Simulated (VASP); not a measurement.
BiB (zincblende): a PBEsol relaxation of cell and atoms in VASP

INCAR

```
EDIFF = 1E-7
IBRION = 2
ISMEAR = -1
ENCUT = 600
EDIFFG = -5E-3
LREAL = .FALSE.
NBANDS = 16
PREC = Accurate
LASPH = .TRUE.
NELM = 120
LWAVE = .FALSE.
ISIF = 3
GGA = PS
NSW = 40
SIGMA = 0.02
LCHARG = .FALSE.
```

KPOINTS

```
KPOINTS created by Atomic Simulation Environment
0
Gamma
8 8 8
0 0 0
```

POSCAR

```
B  Bi
 1.0000000000000000
     0.0000000000000000    2.7600269848436847    2.7600269848436843
     2.7600269848436843    0.0000000000000000    2.7600269848436843
     2.7600269848436843    2.7600269848436847    0.0000000000000000
 B   Bi
   1   1
Cartesian
  0.0000000000000000  0.0000000000000000  0.0000000000000000
  1.3800134924218421  1.3800134924218423  1.3800134924218421
```

VASP ran with the recommended PBE PAW datasets (18 valence electrons in the cell).

Command

```
mpirun -np 1 vasp_std
```

OSZICAR

```
N       E                     dE             d eps       ncg     rms          rms(c)
DAV:   1     0.139612107876E+03    0.13961E+03   -0.10624E+04   928   0.149E+03
DAV:   2    -0.122901658276E+01   -0.14084E+03   -0.13520E+03  1016   0.370E+02
DAV:   3    -0.102162731589E+02   -0.89873E+01   -0.89488E+01  1176   0.868E+01
DAV:   4    -0.104255207827E+02   -0.20925E+00   -0.20920E+00  1232   0.142E+01
DAV:   5    -0.104327660485E+02   -0.72453E-02   -0.72452E-02  1264   0.232E+00    0.368E+00
DAV:   6    -0.979575281792E+01    0.63701E+00   -0.12066E+00  1280   0.796E+00    0.143E+00
DAV:   7    -0.976743849894E+01    0.28314E-01   -0.16581E-01  1072   0.202E+00    0.714E-01
DAV:   8    -0.976168568430E+01    0.57528E-02   -0.17839E-02  1320   0.124E+00    0.994E-02
DAV:   9    -0.976148538276E+01    0.20030E-03   -0.19596E-03  1240   0.480E-01    0.464E-02
DAV:  10    -0.976152989342E+01   -0.44511E-04   -0.22593E-04  1216   0.133E-01    0.205E-02
DAV:  11    -0.976153859234E+01   -0.86989E-05   -0.36734E-05  1240   0.708E-02    0.591E-03
DAV:  12    -0.976153790351E+01    0.68883E-06   -0.28182E-06  1152   0.131E-02    0.198E-03
DAV:  13    -0.976153800862E+01   -0.10512E-06   -0.36270E-07  1136   0.430E-03    0.363E-04
DAV:  14    -0.976153800824E+01    0.38426E-09   -0.49015E-09   672   0.678E-04
   1 F= -.97615380E+01 E0= -.97615380E+01  d E =-.976154E+01
```

From OUTCAR

```
k-points           NKPTS =     29   k-points in BZ     NKDIM =     29   number of bands    NBANDS=     16

   NELECT =      18.0000    total number of electrons

   dimension x,y,z NGX =    32 NGY =   32 NGZ =   32
   dimension x,y,z NGXF=    64 NGYF=   64 NGZF=   64

  energy-cutoff  :      600.00
  volume of cell :       40.57
      direct lattice vectors                 reciprocal lattice vectors
     0.000000000  2.727266399  2.727266399    -0.183333759  0.183333759  0.183333759
     2.727266399  0.000000000  2.727266399     0.183333759 -0.183333759  0.183333759
     2.727266399  2.727266399  0.000000000     0.183333759  0.183333759 -0.183333759

 k-points in reciprocal lattice and weights: KPOINTS created by Atomic Simulation Env
   0.00000000  0.00000000  0.00000000       0.002
   0.12500000  0.00000000  0.00000000       0.016
   0.25000000  0.00000000  0.00000000       0.016
   0.37500000  0.00000000 -0.00000000       0.016
   0.50000000  0.00000000  0.00000000       0.008
   0.12500000  0.12500000  0.00000000       0.012
   0.25000000  0.12500000  0.00000000       0.047
   0.37500000  0.12500000  0.00000000       0.047
   ...

 E-fermi :   7.4701

 k-point     1 :       0.0000    0.0000    0.0000
  band No.  band energies     occupation
      1     -15.8662      2.00000
      2     -15.8662      2.00000
      3     -15.8662      2.00000
      4     -15.7742      2.00000
      5     -15.7742      2.00000
      6      -7.0842      2.00000
      7       7.2486      1.99997
      8       7.2486      1.99997
      9       7.2486      1.99997
     10       7.6946      0.00003
     11      10.0400      0.00000
     12      10.0400      0.00000
     13      10.0400      0.00000
     14      13.3385      0.00000
     15      17.7198      0.00000
     16      17.7198      0.00000

 k-point     2 :       0.1250    0.0000    0.0000
  band No.  band energies     occupation
      1     -15.8652      2.00000
      2     -15.8597      2.00000
      3     -15.8597      2.00000
      4     -15.7739      2.00000
      5     -15.7739      2.00000
      6      -6.8800      2.00000
      7       5.0832      2.00000
      8       6.8709      2.00000
      9       6.8709      2.00000
     10       8.3465      0.00000
     11      10.4918      0.00000
     12      10.4918      0.00000
     13      10.6300      0.00000
     14      14.5370      0.00000
     15      16.8507      0.00000
     16      16.8507      0.00000

 k-point     3 :       0.2500    0.0000    0.0000
  band No.  band energies     occupation
      1     -15.8630      2.00000
      2     -15.8472      2.00000
      3     -15.8472      2.00000
      4     -15.7696      2.00000
      5     -15.7696      2.00000
      6      -6.2930      2.00000
      7       2.5039      2.00000
      8       6.2332      2.00000
      9       6.2332      2.00000
     10       8.0618      0.00000
     11      11.1568      0.00000
     12      11.1568      0.00000
     13      12.0023      0.00000
     14      15.0367      0.00000
     15      16.5673      0.00000
     16      16.5673      0.00000

 k-point     4 :       0.3750    0.0000   -0.0000
  band No.  band energies     occupation
      1     -15.8612      2.00000
      2     -15.8406      2.00000
      3     -15.8406      2.00000
      4     -15.7593      2.00000
      5     -15.7593      2.00000
      6      -5.4650      2.00000
      7       0.3731      2.00000
      8       5.7653      2.00000
      9       5.7653      2.00000
     10       7.7959      0.00000
     11      11.3960      0.00000
     12      11.3960      0.00000
     13      13.0107      0.00000
     14      15.0932      0.00000
     15      17.4784      0.00000
     16      17.4784      0.00000

 k-point     5 :       0.5000    0.0000    0.0000
  band No.  band energies     occupation
      1     -15.8606      2.00000
      2     -15.8394      2.00000
      3     -15.8394      2.00000
      4     -15.7533      2.00000
      5     -15.7533      2.00000
      6      -4.9599      2.00000
      7      -0.5795      2.00000
      8       5.5989      2.00000
      9       5.5989      2.00000
     10       7.7046      0.00002
     11      11.4050      0.00000
     12      11.4050      0.00000
     13      13.1637      0.00000
     14      15.6181      0.00000
     15      18.4759      0.00000
     16      18.4759      0.00000

 k-point     6 :       0.1250    0.1250    0.0000
  band No.  band energies     occupation
      1     -15.8727      2.00000
      2     -15.8530      2.00000
      3     -15.8530      2.00000
      4     -15.7793      2.00000
      5     -15.7693      2.00000
      6      -6.8113      2.00000
      7       5.1967      2.00000
      8       6.2748      2.00000
      9       6.2748      2.00000
     10       8.9565      0.00000
     11       9.5397      0.00000
     12      11.2061      0.00000
     13      11.2061      0.00000
     14      14.9555      0.00000
     15      15.3153      0.00000
     16      18.3459      0.00000

 k-point     7 :       0.2500    0.1250    0.0000
  band No.  band energies     occupation
      1     -15.8740      2.00000
      2     -15.8402      2.00000
      3     -15.8388      2.00000
      4     -15.7819      2.00000
      5     -15.7635      2.00000
      6      -6.3489      2.00000
      7       3.2043      2.00000
      8       5.6208      2.00000
      9       5.6223      2.00000
     10       9.0188      0.00000
     11       9.9161      0.00000
     12      11.9760      0.00000
     13      12.0151      0.00000
     14      14.8867      0.00000
     15      16.4081      0.00000
     16      17.9278      0.00000

 k-point     8 :       0.3750    0.1250    0.0000
  band No.  band energies     occupation
      1     -15.8680      2.00000
      2     -15.8341      2.00000
      3     -15.8301      2.00000
      4     -15.7753      2.00000
      5     -15.7552      2.00000
      6      -5.5806      2.00000
      7       1.0374      2.00000
      8       4.9016      2.00000
      9       5.2342      2.00000
     10       8.8528      0.00000
     11      10.6463      0.00000
     12      12.2732      0.00000
     13      12.5571      0.00000
     14      15.4709      0.00000
     15      16.8802      0.00000
     16      18.3419      0.00000

 k-point     9 :       0.5000    0.1250    0.0000
  band No.  band energies     occupation
      1     -15.8611      2.00000
      2     -15.8354      2.00000
      3     -15.8288      2.00000
      4     -15.7634      2.00000
      5     -15.7526      2.00000
      6      -4.8793      2.00000
      7      -0.3477      2.00000
      8       4.3852      2.00000
      9       5.2131      2.00000
     10       8.7074      0.00000
     11      10.8782      0.00000
     12      12.0692      0.00000
     13      13.5494      0.00000
     14      15.8605      0.00000
     15      17.6163      0.00000
     16      18.6867      0.00000

 k-point    10 :      -0.3750    0.1250    0.0000
  band No.  band energies     occupation
      1     -15.8583      2.00000
      2     -15.8376      2.00000
      3     -15.8307      2.00000
      4     -15.7622      2.00000
      5     -15.7576      2.00000
      6      -5.0612      2.00000
      7      -0.0197      2.00000
      8       4.2041      2.00000
      9       5.5559      2.00000
     10       8.7312      0.00000
     11      11.1006      0.00000
     12      11.7529      0.00000
     13      13.4211      0.00000
     14      15.9999      0.00000
     15      17.1342      0.00000
     16      18.2561      0.00000

 k-point    11 :      -0.2500    0.1250   -0.0000
  band No.  band energies     occupation
      1     -15.8615      2.00000
      2     -15.8395      2.00000
      3     -15.8380      2.00000
      4     -15.7749      2.00000
      5     -15.7610      2.00000
      6      -5.8628      2.00000
      7       1.7212      2.00000
      8       4.4411      2.00000
      9       6.1708      2.00000
     10       8.8930      0.00000
     11      11.2887      0.00000
     12      11.3442      0.00000
     13      12.2020      0.00000
     14      15.8835      0.00000
     15      16.0678      0.00000
     16      17.7714      0.00000

 k-point    12 :      -0.1250    0.1250    0.0000
  band No.  band energies     occupation
      1     -15.8656      2.00000
      2     -15.8520      2.00000
      3     -15.8472      2.00000
      4     -15.7777      2.00000
      5     -15.7680      2.00000
      6      -6.5465      2.00000
      7       3.7919      2.00000
      8       5.3072      2.00000
      9       6.7982      2.00000
     10       8.9082      0.00000
     11      10.6211      0.00000
     12      10.6261      0.00000
     13      11.7273      0.00000
     14      15.8337      0.00000
     15      15.8800      0.00000
     16      16.2887      0.00000

 ...

  Total       -0.0009818     -0.0009818     -0.0009818     -0.0000000     -0.0000000     -0.0000000
  in kB       -0.0387737     -0.0387737     -0.0387737     -0.0000000     -0.0000000     -0.0000000
  external PRESSURE =      -0.0387737 kB  Pullay stress =       0.0000000 kB

 POSITION                                       TOTAL-FORCE (eV/Angst)
 -----------------------------------------------------------------------------------
      0.00000      0.00000      0.00000         0.000000      0.000000      0.000000
      1.36363      1.36363      1.36363        -0.000000     -0.000000     -0.000000
 -----------------------------------------------------------------------------------
    total drift:                                0.000000      0.000000      0.000000

  FREE ENERGIE OF THE ION-ELECTRON SYSTEM (eV)
  ---------------------------------------------------
  free  energy   TOTEN  =        -9.7615380082 eV

  energy  without entropy=       -9.7615379186  energy(sigma->0) =       -9.76153796
```

CONTCAR

```
B  Bi
   1.00000000000000
     0.0000000000000000    2.7272663985123335    2.7272663985123331
     2.7272663985123331    0.0000000000000000    2.7272663985123331
     2.7272663985123331    2.7272663985123335    0.0000000000000000
  B               Bi
     1     1
Direct
     0.0000000000000000    0.0000000000000000    0.0000000000000000
     0.2500000000000000    0.2500000000000000    0.2500000000000000

  0.00000000E+00  0.00000000E+00  0.00000000E+00
  0.00000000E+00  0.00000000E+00  0.00000000E+00
```

* relaxed cell vector lengths: 3.857, 3.857, 3.857 Å
* relaxed cell volume: 40.57 Å³

The run was restarted once from its relaxed cell; OSZICAR and OUTCAR are the second run's.

The run (the restart alone) took about 30 s on one core of a shared host (Intel Xeon Platinum 8488C) and held 0.17 GiB at most.
